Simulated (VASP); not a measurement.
An input for Quantum ESPRESSO's pw.x (written as the equivalent of a VASP run, and not itself run):

```
&CONTROL
  calculation = 'scf'
  pseudo_dir = './pseudo'
  outdir = './out'
  tprnfor = .true.
  tstress = .true.
/
&SYSTEM
  ibrav = 0
  nat = 2
  ntyp = 2
  ecutwfc = 74
  occupations = 'smearing'
  smearing = 'gaussian'
  degauss = 0.003675
  input_dft = 'pbe'
/
&ELECTRONS
  conv_thr = 7.3e-08
  electron_maxstep = 100
/
ATOMIC_SPECIES
  K 39.098 K.upf
  I 126.904 I.upf
CELL_PARAMETERS angstrom
     0.0000000    3.5576220    3.5087360
     3.4987930    0.0000000    3.5087360
     3.4987930    3.5576220    0.0000000
ATOMIC_POSITIONS crystal
  K    0.0000000  0.0000000  0.0000000
  I    0.4872600  0.5127400  0.5127400
K_POINTS automatic
  6 6 6 0 0 0
```

Problem. Write the VASP files for the same calculation (PBE).

Solution. Several could match; the one computed here: 
KPOINTS:
```
Automatic mesh
0
Gamma
6 6 6
0 0 0
```

POSCAR:
```
KI
1
    0.0000000000     3.5576220000     3.5087360000
    3.4987930000     0.0000000000     3.5087360000
    3.4987930000     3.5576220000     0.0000000000
K I
1 1
Direct
  0.0000000000   0.0000000000   0.0000000000
  0.4872600000   0.5127400000   0.5127400000
```

**INCAR**
```
SYSTEM=KI
PREC=Accurate; ENCUT=400; LREAL=F
LASPH=T
EDIFF=1E-6; NELM=100; ALGO=Normal
IMIX=4; AMIX=1.0; BMIX=3.0
LMAXMIX=4
ISMEAR=0; SIGMA=0.05
GGA=PE
ISIF=2
LWAVE=F; LCHARG=F
```

POTCAR, in this order: K_sv I (PBE.64 set). Program: vasp_std.

What does not carry over: the potentials are each code's own (VASP's PAW set, PseudoDojo norm-conserving files in pw.x), so ENCUT and ecutwfc are chosen apart and not converted; conv_thr bounds pw.x's estimated SCF error, while EDIFF bounds the energy change between steps.

The compound is KI in the rock salt structure. The cell was not relaxed at this level, atoms are displaced from their ideal sites. The run is one of a series of settings (AMIX = 1.0, BMIX = 3.0, IMIX = 4 against the base run), some of them coarse on purpose.
